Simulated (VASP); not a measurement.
Cost and result of VASP (PAW) for the lattice constant a of SrVO₃ (cubic perovskite). Static lattice. The cost counts the five points of the equation of state, each on the mesh and cut-off of its row, so the ratios hold those differences too. With PBE it took about 5 core-minutes. The timings are rough (shared machines, no repeats); factors under 2 mean little.

```json
[
 {"level": "PBE", "k-mesh": "8×8×8", "cut-off (eV)": "520", "lattice constant a (Å)": "3.865", "cost over PBE": "reference"},
 {"level": "PBEsol", "k-mesh": "8×8×8", "cut-off (eV)": "520", "lattice constant a (Å)": "___", "cost over PBE": "within a factor of 2"},
 {"level": "LDA", "k-mesh": "8×8×8", "cut-off (eV)": "520", "lattice constant a (Å)": "3.782", "cost over PBE": "within a factor of 2"},
 {"level": "r2SCAN", "k-mesh": "8×8×8", "cut-off (eV)": "520", "lattice constant a (Å)": "___", "cost over PBE": "___"}
]
```

### Question
Complete the blanks.

### Answer

- PBEsol, lattice constant a (Å): 3.817
- r2SCAN, lattice constant a (Å): 3.835
- r2SCAN, cost over PBE: about 5 times

Left out are levels that failed, ran on another kind of processor or have no fit band path; at most nine are shown.

The compound is SrVO3 in the cubic perovskite structure.
